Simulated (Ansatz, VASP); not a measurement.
## La2O3: VASP beside Ansatz

Aim: how closely do two programs agree when they are given the same cell, functional and k mesh? The structure shown is the start of the Ansatz relaxation below; VASP solves that cell, so the two are compared at the walk's first step.

Calculated with Ansatz 0.2.0; plane waves, with VASP 6.6.1 beside it; single point at LDA.

### 1. The structure

Symmetry: P-3m1, No. 164, trigonal system. Conventional cell: a = 3.893 Å, b = 3.893 Å, c = 5.832 Å, α = 90.00°, β = 90.00°, γ = 120.00°. Nearest to O lie 4 La at 2.34 to 2.36 Å. Nearest to O lie 6 La at 2.66 Å. La has 7 O at 2.34 to 2.66 Å nearest. Farther neighbours and most contacts between anions are not listed.

### 2. Ansatz: relaxation, LDA

Ansatz runs on its PAW soft_1 files.

The two programs are compared at the cell with which this relaxation starts, whose forces are those of its first step.

Input file input.yaml:

```yaml
crystal:
  lattice:
    - [3.893047917, 0.0, 0.0]
    - [-1.9465239585, 3.3714783943, 0.0]
    - [0.0, 0.0, 5.8317102954]
  atoms:
    - { symbol: O, position: [0.6666666787, 0.3333333213, 0.3520884502] }
    - { symbol: O, position: [0.3333333213, 0.6666666787, 0.6479115498] }
    - { symbol: O, position: [0.0, 0.0, 0.0] }
    - { symbol: La, position: [0.6666666644, 0.3333333356, 0.7569439874] }
    - { symbol: La, position: [0.3333333356, 0.6666666644, 0.2430560126] }
kpoints:
  mp_grid: { grid: [9, 9, 4] }
hamiltonian:
  xc: lda
  pseudopotentials: { kind: paw, azcp: { folder: soft_1 }, xc_functional: pbe }
scf:
  occupations: { method: fixed }
output:
  forces: true
  stress: true
  eigenvalues: true
relax:
  adjacent_minimum: "off"
  f_tol: 0.001
  max_steps: 60
  cell: { stress_tol: 0.01, fix: [c, angles] }
```

Run with:

```sh
> ansatz run input.yaml --threads 8 --pin off --max-ram 16384MiB --backend cpu --events-out ev --progress --plain --runs-dir out
```

Numbers of over 12 decimals in the logs are rounded to 6 here.

Output:

```text
Warning: crystal.symmetry: narrowed to the stabiliser of the fixed cell quantities (relax.cell.fix) — unitary ops 12 → 4. The narrowing is safe, since a smaller group never makes results wrong: the run goes on under it, on as many k-points as the starting group would need, or more. Excluded: 8 operations that would move a fixed cell quantity at a test strain (relax.cell.fix fixes c, alpha, beta, gamma). The cell can leave their symmetry as it relaxes.
Engine: ansatz 0.2.0, aarch64-unknown-linux-gnu
Pseudopotentials: kind: paw
Pseudopotential: O, paw, valence charge 6, recommended cutoff 420 eV (normal), soft_1/O.paw.azcp
Pseudopotential: La, paw, valence charge 11, recommended cutoff 420 eV (normal), soft_1/La.paw.azcp
Functional definition: SPW92
  exchange = slater_x
  correlation = pw_c
Crystal: 5 atoms, lattice volume = 76.543 Å³
Basis set: ecut = 420 eV, 1519 PW (Γ)
Bands: 25, of which v1, the nominal top of the filled ones, is band 20 counted from 1 (19 counted from 0)
Symmetry: 4 space group operations
k-points: 95 of 324
Non-local potential: O, projectors of the file, l = 0: 2, l = 1: 2, l = 2: 1
Non-local potential: La, projectors of the file, l = 0: 3, l = 1: 2, l = 2: 2, l = 3: 3
PAW form: soft (Blöchl's): semilocal exchange-correlation on the pseudo side does not see the compensation charge
PAW frozen core: O, regenerated for the run's functional, and the local potential with it (the file was generated under x = pbe(κ = 0.804, μ = 0.219515), c = pbe(β = 0.066725))
PAW frozen core: La, regenerated for the run's functional, and the local potential with it (the file was generated under x = pbe(κ = 0.804, μ = 0.219515), c = pbe(β = 0.066725))
PAW one-centre angular grid: O, 110 points (default); XC on 64 Gauss nodes
PAW one-centre angular grid: La, 590 points (default); XC on 64 Gauss nodes
Initial density: superposition of atomic densities (chi_scale 0.1, normalization cell, long waves kept (reshape's long-wave potential 0.02 eV rms))
Initial wavefunctions: pseudopotential atomic-orbital guess
Functional: x = slater, c = lda
SCF iter   1: F=—  HF=-13829.023877 eV  |F-HF|=—  |Δ(HF+E_count)|=         —  Δρ=7.01e-2  dr2=3.54e0  ethr=3.10e-3  ⟨swp⟩=3.9  Hψ=9545  notcnv=0  defer=176
preconditioner: auto → Resta (q_TF=auto, 2.449 Å⁻¹)  ε∞=5.8  [insulator: Δε(μ)=2.926 eV  Ē_g=11.660 eV  n_scr=22 (ndim 8)  ℏωp=25.5 eV  f_vac=0.000  ε∞_Penn≈5.8]
SCF iter   2: F=—  HF=-13828.464412 eV  |F-HF|=—  |Δ(HF+E_count)|=   5.59e-1  Δρ=3.22e-2  dr2=9.62e-1  ethr=3.10e-3  ⟨swp⟩=4.8  Hψ=6040  notcnv=0  defer=178
SCF iter   3: F=—  HF=-13828.346015 eV  |F-HF|=—  |Δ(HF+E_count)|=   1.18e-1  Δρ=1.58e-2  dr2=2.65e-1  ethr=2.41e-3  ⟨swp⟩=2.0  Hψ=3768  notcnv=0  defer=219
SCF iter   4: F=—  HF=-13828.303389 eV  |F-HF|=—  |Δ(HF+E_count)|=   4.26e-2  Δρ=4.98e-3  dr2=2.56e-2  ethr=6.62e-4  ⟨swp⟩=4.0  Hψ=4458  notcnv=0  defer=269
SCF iter   5: F=—  HF=-13828.300545 eV  |F-HF|=—  |Δ(HF+E_count)|=   2.84e-3  Δρ=3.53e-3  dr2=8.87e-3  ethr=6.41e-5  ⟨swp⟩=4.6  Hψ=4440  notcnv=0  defer=280
SCF iter   6: F=—  HF=-13828.299331 eV  |F-HF|=—  |Δ(HF+E_count)|=   1.21e-3  Δρ=9.84e-4  dr2=7.66e-4  ethr=2.22e-5  ⟨swp⟩=2.4  Hψ=3547  notcnv=0  defer=281
SCF iter   7: F=—  HF=-13828.299541 eV  |F-HF|=—  |Δ(HF+E_count)|=   2.10e-4  Δρ=1.87e-4  dr2=2.99e-5  ethr=1.92e-6  ⟨swp⟩=2.5  Hψ=3637  notcnv=0  defer=279
SCF iter   8: F=—  HF=-13828.299548 eV  |F-HF|=—  |Δ(HF+E_count)|=   7.06e-6  Δρ=2.90e-5  dr2=7.09e-7  ethr=7.47e-8  ⟨swp⟩=2.1  Hψ=3691  notcnv=0  defer=268
SCF iter   9: F=-13828.299548 eV  HF=-13828.299548 eV  |F-HF|=1.65e-8  |Δ(HF+E_count)|=   2.70e-8  Δρ=6.10e-6  dr2=3.08e-8  ethr=2.50e-10  ⟨swp⟩=17.3  Hψ=17231  notcnv=0
SCF 1 converged in 9 iterations: F = -13828.299548 eV  dr2 = 3.08e-8
  greatest PAW one-centre occupation: 0.972 electrons in one spin orbital (limit 2), on the La atom at site 4 (counted from 0), in its partial waves of l = 0
relax step   1: F+E_penalty+E_count = -13828.29954776 eV  Δ(F+E_penalty+E_count) = +0.000e0 eV  max|allowed force component| = 1.385e-1 eV/Å  Δτ_max = 0.0000 Å  P = +1.666 GPa  Ω = 76.543 Å³  fix = [c, alpha, beta, gamma]  reactions: c +2.815 GPa; alpha +0.000, beta -0.000, gamma -0.000 GPa/rad  (9 SCF iters, dr2 threshold 1.00e-7 eV, accepted)
[...]
relax step   6: F+E_penalty+E_count = -13828.30199581 eV  Δ(F+E_penalty+E_count) = -9.937e-4 eV  max|allowed force component| = 2.342e-4 eV/Å  Δτ_max = 0.0000 Å  P = +0.610 GPa  Ω = 76.935 Å³  fix = [c, alpha, beta, gamma]  reactions: c +1.778 GPa; alpha +0.000, beta -0.000, gamma -0.000 GPa/rad  stress off target by 2.61e-2 GPa on what of the cell is left free  SCF on the basis re-selected at this cell (its energy is not comparable with the rows above)  (7 SCF iters)
[...]
relax step   7: F+E_penalty+E_count = -13828.30197104 eV  Δ(F+E_penalty+E_count) = +2.477e-5 eV  max|allowed force component| = 1.220e-5 eV/Å  Δτ_max = 0.0000 Å  P = +0.588 GPa  Ω = 76.945 Å³  energy of the carried Pulay correction = -2.561e-5 eV  fix = [c, alpha, beta, gamma]  reactions: c +1.763 GPa; alpha +0.000, beta -0.000, gamma -0.000 GPa/rad  (4 SCF iters, dr2 threshold 1.70e-9 eV, accepted)
[...]
relax step   8: F+E_penalty+E_count = -13828.30203083 eV  Δ(F+E_penalty+E_count) = -5.979e-5 eV  max|allowed force component| = 1.818e-5 eV/Å  Δτ_max = 0.0000 Å  P = +0.588 GPa  Ω = 76.945 Å³  fix = [c, alpha, beta, gamma]  reactions: c +1.764 GPa; alpha +0.000, beta -0.000, gamma -0.000 GPa/rad  stress off target by 9.30e-4 GPa on what of the cell is left free  SCF on the basis re-selected at this cell (its energy is not comparable with the rows above)  (7 SCF iters)
basis re-selected at this cell: Δ(F+E_penalty+E_count) = -5.979e-5 eV, ΔP = +0.000 GPa vs the last step (what re-selecting the basis moved, of the pressure what is left beyond the Pulay correction that the steps carried, after the strain that the cell walked since its last selection, with what the two solves' SCF thresholds leave and, on support functions, any second-order correction that the steps lacked; it is no m [...]
SCF converged after 7 iterations
Free energy (F): -13828.302031 eV
Harris-Foulkes:  -13828.302031 eV  (|F-HF|=0.00e0)
Internal energy: -13828.302031 eV  (E = F + TS)
E sigma→0 (E₀):  -13828.302031 eV
Fermi energy:    10.147112 eV
--- Per-component energies (eV) ---
  E_band       = 13.101579
  E_kinetic    = 882.926040
  E_local      = -1419.789815  (includes V_loc(G=0)·N_el)
  E_nonlocal   = 344.694113
  E_hartree    = 529.522911
  E_xc         = -499.909561
  E_vxc        = -567.638077  (∫ρ·V_xc dr)
  E_paw        = -10943.351744  (= ΣΔE_a)
  E_vpaw       = -286.138851  (= ΣTr[D̂ρ^β])
  E_aug_tail   = 0.002346  (compensation charges beyond the density's cutoff)
  E_ewald      = -2723.330738
  E_core_change = 0.934417  (= ΣΔE_core)
  E_smearing   = -0.000000  (= −TS)
  E_closure    = -0.000000  (closes the sum)
  Σ components = -13828.302031   (vs F -13828.302031, Δ=0.00e0)
--- Forces (eV/Å), atoms counted from 1 ---
  atom   1  O      0.00000000    -0.00000000     0.00000623
  atom   2  O     -0.00000000     0.00000000    -0.00000623
  atom   3  O      0.00000000     0.00000000     0.00000000
  atom   4  La     0.00000002    -0.00000001     0.00001818
  atom   5  La    -0.00000002     0.00000001    -0.00001818
  max |Σ_I F_I| component: 0.00e0 eV/Å
--- Stress (GPa, compression-positive) ---
        0.000928       0.000003       0.000001
        0.000003       0.000931      -0.000000
        0.000001      -0.000000       1.763520
  P = ⅓ Tr σ = 0.5885 GPa (5.885 kbar)
--- Band table (eV; the first three rows and the last of 95) ---
  k-point 0: bands = [... 16 lower, 8.2862, 9.6468, 9.6468, 9.9126, 14.4368, 14.5142, 14.5142, 15.5877, ... 1 higher]
  k-point 1: bands = [... 16 lower, 8.7632, 9.5715, 9.7220, 9.7220, 14.5920, 14.6232, 14.6232, 15.4855, ... 1 higher]
  k-point 2: bands = [... 16 lower, 8.9440, 9.2225, 9.8094, 9.8094, 14.7276, 14.7276, 14.8282, 15.3397, ... 1 higher]
  k-point 94: bands = [... 16 lower, 9.3335, 9.6263, 9.7227, 9.9142, 14.1697, 14.9459, 15.2830, 15.4371, ... 1 higher]
--- Relaxed structure (6 steps of the walk, 5 accepted, 2 SCFs on fresh bases) ---
  F+E_penalty+E_count = -13828.30203083 eV   max|allowed force component| = 1.818e-5 eV/Å   (the final SCF, on the basis selected at the relaxed cell)
  cell:  # Å, volume = 76.9453 Å³
    - [3.903262, 9.178104210219832e-19, 0]
    - [-1.951631, 3.380324, 0]
    - [0, 0, 5.8317102954]
  atoms:
    - { symbol: O, position: [0.666667, 0.333333, 0.350675] }
    - { symbol: O, position: [0.333333, 0.666667, 0.649325] }
    - { symbol: O, position: [0, 0, 0] }
    - { symbol: La, position: [0.666667, 0.333333, 0.757915] }
    - { symbol: La, position: [0.333333, 0.666667, 0.242085] }
```

Reading the cycles: dr2 is the Hartree energy of the density residual (eV), the measure of convergence; HF is the Harris–Foulkes estimate of the energy, which meets the free energy F at convergence.

### 3. VASP: single point, LDA, start cell, pair 1

The same cell, functional (in two slightly different forms) and mesh now go to VASP, with its own data sets.

Lines of VASP's logs that name or quote its potential files are left out, and so is its time.

Input file INCAR:

```
SYSTEM = La2O3
PREC = Accurate
ENCUT = 520
EDIFF = 1E-06
NELM = 200
ISMEAR = 0
SIGMA = 0.01
LREAL = .FALSE.
ALGO = Normal
GGA = CA
NBANDS = 26
LASPH = .TRUE.
LORBIT = 11
LWAVE = .FALSE.
LCHARG = .FALSE.
ISIF = 2
GGA_COMPAT = .FALSE.
EFERMI = MIDGAP
LMAXMIX = 6
KPAR = 2
```

Input file POSCAR:

```
La2O3
1.0
    3.8930480000      0.0000000000      0.0000000000
   -1.9465240000      3.3714780000      0.0000000000
    0.0000000000      0.0000000000      5.8317100000
O La
3 2
Direct
    0.6666666667      0.3333333333      0.3520884955
    0.3333333333      0.6666666667      0.6479115045
    0.0000000000      0.0000000000      0.0000000000
    0.6666666667      0.3333333333      0.7569440181
    0.3333333333      0.6666666667      0.2430559819
```

Input file KPOINTS:

```
Automatic mesh
0
Gamma
9 9 4
0 0 0
```

Potentials, in the order of the species: O and La (LDA family, release 64).

Run with:

```sh
> mpirun -np 2 vasp_std
```

Output:

```text
[banner, memory and clock lines left out]
running    2 mpi-ranks, on    1 nodes
 distrk:  each k-point on    1 cores,    2 groups
 distr:  one band on    1 cores,    1 groups

 POSCAR found type information on POSCAR O La
 POSCAR found :  2 types and       5 ions
 LDA part: xc-table for (Slater(with rela. corr.)+CA(PZ))
 , standard interpolation
 POSCAR, INCAR and KPOINTS ok, starting setup
 FFT: planning ... GRIDC
 FFT: planning ... GRID_SOFT
 FFT: planning ... GRID
 WAVECAR not read
 entering main loop
       N       E                     dE             d eps       ncg     rms          rms(c)
DAV:   1     0.465693795396E+03    0.46569E+03   -0.15558E+04  2284   0.242E+03
DAV:   2     0.868869569849E+02   -0.37881E+03   -0.36822E+03  3060   0.384E+02
DAV:   3    -0.340778499002E+02   -0.12096E+03   -0.11787E+03  3832   0.204E+02
DAV:   4    -0.504126369752E+02   -0.16335E+02   -0.16308E+02  3810   0.835E+01
DAV:   5    -0.514252905142E+02   -0.10127E+01   -0.10121E+01  3840   0.237E+01    0.149E+01
DAV:   6    -0.460959180608E+02    0.53294E+01   -0.47401E+01  3496   0.411E+01    0.779E+00
DAV:   7    -0.459830917638E+02    0.11283E+00   -0.53118E+00  4360   0.230E+01    0.364E+00
DAV:   8    -0.459050501260E+02    0.78042E-01   -0.62027E-01  3912   0.645E+00    0.123E+00
DAV:   9    -0.458851901983E+02    0.19860E-01   -0.93161E-02  3984   0.234E+00    0.364E-01
DAV:  10    -0.458858188148E+02   -0.62862E-03   -0.24815E-02  3856   0.108E+00    0.172E-01
DAV:  11    -0.458860900207E+02   -0.27121E-03   -0.73116E-03  4176   0.637E-01    0.122E-01
DAV:  12    -0.458859334347E+02    0.15659E-03   -0.25024E-03  3728   0.299E-01    0.372E-02
DAV:  13    -0.458859547990E+02   -0.21364E-04   -0.71331E-04  3984   0.182E-01    0.321E-02
DAV:  14    -0.458859365869E+02    0.18212E-04   -0.14152E-04  3976   0.105E-01    0.462E-03
DAV:  15    -0.458859374353E+02   -0.84834E-06   -0.80423E-06  3344   0.214E-02
   1 F= -.45885937E+02 E0= -.45885937E+02  d E =0.000000E+00
```

Parts of OUTCAR (step 3):

```text
ion  position               nearest neighbor table
   1  0.667  0.333  0.352-   5 2.34   5 2.34   5 2.34   4 2.36
   2  0.333  0.667  0.648-   4 2.34   4 2.34   4 2.34   5 2.36
   3  0.000  0.000  0.000-   5 2.66   4 2.66   5 2.66   4 2.66   4 2.66   5 2.66
   4  0.667  0.333  0.757-   2 2.34   2 2.34   2 2.34   1 2.36   3 2.66   3 2.66   3 2.66   5 3.62
                             5 3.62   5 3.62
   5  0.333  0.667  0.243-   1 2.34   1 2.34   1 2.34   2 2.36   3 2.66   3 2.66   3 2.66   4 3.62
                             4 3.62   4 3.62

  LATTYP: Found a hexagonal cell.
 ALAT       =     3.8930480000
 C/A-ratio  =     1.4979805027

 Subroutine GETGRP returns: Found 12 space group operations
 (whereof 12 operations were pure point group operations)

The static configuration has the point symmetry D_3d.

 Found     43 irreducible k-points:

   k-points           NKPTS =     43   k-points in BZ     NKDIM =     43   number of bands    NBANDS=     26

   dimension x,y,z NGX =    30 NGY =   30 NGZ =   48
   dimension x,y,z NGXF=    60 NGYF=   60 NGZF=   96

   ENCUT  =  520.0 eV  38.22 Ry    6.18 a.u.   7.24  7.24 10.84*2*pi/ulx,y,z

   NELECT =      40.0000    total number of electrons

 k-points in reciprocal lattice and weights: Automatic mesh
   0.00000000  0.00000000  0.00000000       0.003
   0.11111111  0.00000000  0.00000000       0.019
   0.22222222  0.00000000  0.00000000       0.019
   0.33333333  0.00000000  0.00000000       0.019
   0.44444444  0.00000000  0.00000000       0.019
   0.11111111  0.11111111  0.00000000       0.019
   0.22222222  0.11111111  0.00000000       0.037
   0.33333333  0.11111111  0.00000000       0.037
   0.44444444  0.11111111  0.00000000       0.019
[...]
0.33333333  0.22222222  0.50000000       0.037
   0.33333333  0.33333333  0.50000000       0.006

 average (electrostatic) potential at core
       1 -67.6432       2 -67.6432       3 -67.0855       4 -94.1247       5 -94.1247

 E-fermi :   8.2232

 k-point     1 :       0.0000    0.0000    0.0000
  band No.  band energies     occupation
    ...
     16       4.2844      2.00000
     17       4.5181      2.00000
     18       5.8694      2.00000
     19       5.8694      2.00000
     20       6.1441      2.00000
     21      10.6642      0.00000
     22      10.7782      0.00000
     23      10.7782      0.00000
     24      11.8716      0.00000
     25      11.8800      0.00000
    ...

 k-point     2 :       0.1111    0.0000    0.0000
  band No.  band energies     occupation
    ...
     16       4.3306      2.00000
     17       4.9043      2.00000
     18       5.6831      2.00000
     19       5.8690      2.00000
     20       6.1072      2.00000
     21      10.7745      0.00000
     22      10.8445      0.00000
     23      10.8912      0.00000
     24      11.8059      0.00000
     25      11.8479      0.00000
    ...

 k-point     3 :       0.2222    0.0000    0.0000
  band No.  band energies     occupation
    ...
     16       4.4870      2.00000
     17       5.2385      2.00000
     18       5.3812      2.00000
     19       5.9093      2.00000
     20       6.1087      2.00000
     21      10.6455      0.00000
     22      11.0058      0.00000
     23      11.1636      0.00000
     24      11.7810      0.00000
     25      11.7841      0.00000
    ...

  Total        0.4974272      0.4974271      1.3170227      0.0000000      0.0000000      0.0000000
  in kB       10.4119988     10.4119959     27.5675284      0.0000000      0.0000000      0.0000000
  external PRESSURE =      16.1305077 kB  Pullay stress =       0.0000000 kB

  energy-cutoff  :      520.00
  volume of cell :       76.54
      direct lattice vectors                 reciprocal lattice vectors
     3.893048000  0.000000000  0.000000000     0.256868140  0.148302910  0.000000000
    -1.946524000  3.371478000  0.000000000     0.000000000  0.296605821  0.000000000
     0.000000000  0.000000000  5.831710000     0.000000000  0.000000000  0.171476291

 POSITION                                       TOTAL-FORCE (eV/Angst)
 -----------------------------------------------------------------------------------
      1.94652      1.12383      2.05328         0.000000     -0.000000     -0.040894
     -0.00000      2.24765      3.77843        -0.000000      0.000000      0.040894
      0.00000      0.00000      0.00000        -0.000000      0.000000      0.000000
      1.94652      1.12383      4.41428         0.000000      0.000000      0.149357
     -0.00000      2.24765      1.41743        -0.000000     -0.000000     -0.149357
 -----------------------------------------------------------------------------------
    total drift:                                0.000000      0.000000     -0.000000

  FREE ENERGIE OF THE ION-ELECTRON SYSTEM (eV)
  ---------------------------------------------------
  free  energy   TOTEN  =       -45.8859374353 eV

  energy  without entropy=      -45.8859374353  energy(sigma->0) =      -45.88593744

 total charge
# of ion       s       p       d       f       tot
--------------------------------------------------
    1        1.563   3.464   0.000   0.000   5.027
    2        1.563   3.464   0.000   0.000   5.027
    3        1.547   3.387   0.000   0.000   4.934
    4        2.040   5.691   0.704   0.279   8.714
    5        2.040   5.691   0.704   0.279   8.714
--------------------------------------------------
tot          8.754  21.696   1.407   0.557  32.414

[... 3 further parts left out ...]
```

The run ends at a pressure of 1.61 GPa, with forces up to 0.15 eV/Å.

### 4. Side by side

Known differences besides the potentials themselves: the two LDA forms differ slightly; fixed occupations in Ansatz, narrow Gaussian smearing in VASP; the cutoff is 420 eV in Ansatz and 520 eV in VASP; VASP's log shows a relativistic correction to its local exchange, Ansatz's none. Total energies have different zeros and are not compared.

Forces (eV/Å; atoms numbered as in POSCAR):

| atom | Ansatz x, y, z | VASP x, y, z |
| --- | --- | --- |
| O1 | 0.000, 0.000, -0.041 | 0.000, 0.000, -0.041 |
| O2 | 0.000, 0.000, 0.041 | 0.000, 0.000, 0.041 |
| O3 | 0.000, 0.000, 0.000 | 0.000, 0.000, 0.000 |
| La4 | 0.000, 0.000, 0.138 | 0.000, 0.000, 0.149 |
| La5 | 0.000, 0.000, -0.138 | 0.000, 0.000, -0.149 |

The forces differ by 4.0 meV/Å r.m.s., which is 7.0 % of the r.m.s. force of 0.057 eV/Å (both taken over all components).

### 5. Further runs

Further runs change the set-up of one program: Ansatz's method, potentials or start, or VASP's data sets, cutoff or form of LDA. The table gives that difference for each run.

| run | r.m.s. force difference (meV/Å) |
| --- | --- |
| as above | 4.0 |
| VASP with a cutoff of 600 eV (perhaps on Ansatz's relaxed cell) | 3.3 |

[end of part 1 of 2]

[Lines on the potential files, build, host, timing and source positions are cut from VASP's logs without a mark.]

[Logs are printed without paths, hosts, clocks, repeated set-up lines and the standing remarks that a program may print on its own settings, such as how far it seeks lower states.]

[Hosts, paths, dates, database ids (printed as entryN), source tags and the programs' standing remarks are cut or masked in the printed files.]

[Rows of further runs with another cutoff or data set may stand on the cell that Ansatz relaxed, not on the start cell of the pair above them.]
